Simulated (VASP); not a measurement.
These are PW91 GGA, VASP's PBE PAW potentials (set 64) (plane waves; VASP 6.6.1) values and carry that method's errors.

Input for VASP

**POSCAR**
```
ZnSe
1.0
  0.0000000000   2.8680258746   2.8680258746
  2.8680258746   0.0000000000   2.8680258746
  2.8680258746   2.8680258746   0.0000000000
Zn Se
1 1
direct
  0.0000000000   1.0000000000   1.0000000000
  0.2500000000   0.2500000000   0.2500000000
```

### INCAR
```
ALGO = Normal
EDIFF = 1E-7
ENCUT = 520
GGA = 91
ISIF = 2
ISMEAR = -5
LASPH = T
LCHARG = T
LMAXMIX = 4
LORBIT = 11
LREAL = F
LWAVE = F
NEDOS = 601
NELM = 100
PREC = Accurate
SYSTEM = ZnSe
```

### KPOINTS
```
Automatic mesh
0
Gamma
9 9 9
0 0 0
```

POTCAR, in this order: Zn Se (PBE.64 set). Program: vasp_std.

What will the output report for the number of irreducible k-points (NKPTS), largest plane-wave count, number of space-group operations, FFT grid (NGX, NGY, NGZ)?

- number of irreducible k-points (NKPTS) = 35
- largest plane-wave count = 1299
- number of space-group operations = 24
- FFT grid (NGX, NGY, NGZ) = 30 × 30 × 30

The compound is ZnSe in the zinc blende structure. It was relaxed first.
